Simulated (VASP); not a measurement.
Input:

```xyz
2
Lattice="0.0000 2.0400 2.0400 2.0400 0.0000 2.0400 2.0400 2.0400 0.0000" Properties=species:S:1:pos:R:3 pbc="T T T"
Li     0.0000     0.0000     0.0000
H      2.0400     2.0400     2.0400
```

Calculation: LDA (Ceperley-Alder, Perdew-Zunger), VASP's LDA PAW potentials (set 64) (plane waves; VASP). Settings: 400 eV cut-off, 14×14×14 Γ-centred mesh, Fermi-Dirac smearing of 0.010 eV, potentials Li_sv H.

Task: Give the energies of bands 2 to 4 at the high-symmetry points, in eV from the valence-band maximum.

Result: 
```tsv
band	Γ	X	U	L	W
2	-5.36	0.00	-0.54	-2.63	-0.25
3	15.50	2.62	3.72	4.67	4.82
4	16.84	10.11	7.15	13.05	4.82
```

The gap is direct, 2.62 eV, from the valence maximum at X to the conduction minimum at X.

The structure is a typed LiH crystal (Fm-3m). The cell was not relaxed at this level.
